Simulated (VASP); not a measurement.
Input:

```yaml
crystal:
  lattice:
    - [0.00000, 1.91299, 1.91299]
    - [1.91299, 0.00000, 1.91299]
    - [1.91299, 1.91299, 0.00000]
  atoms:
    - { symbol: Rh, position: [0.00000, 0.00000, 0.00000] }
```

The numbers are results of PBE GGA with D4 dispersion, VASP's PBE PAW potentials (set 64) (plane waves; VASP), not measurements. Numerical set-up: 520 eV cut-off, 16×16×16 Γ-centred mesh, first-order Methfessel-Paxton smearing of 0.10 eV, potentials Rh_pv.

Question: Estimate the energy per atom (σ→0), pressure, band gap (on the k-mesh) with the smallest direct gap where there is one.

Answer: 
| Quantity | Result |
|---|---|
| band gap (on the k-mesh) | none (metal, semimetal or under 0.01 eV) |
| energy per atom (σ→0) | -8.089 eV/atom |
| pressure | -7.80 GPa |

The absolute energy has meaning only against runs of the same code, potentials and settings.

The compound is Rh in the fcc structure. This cell is one point of a volume scan, at 1.03 of the reference volume.
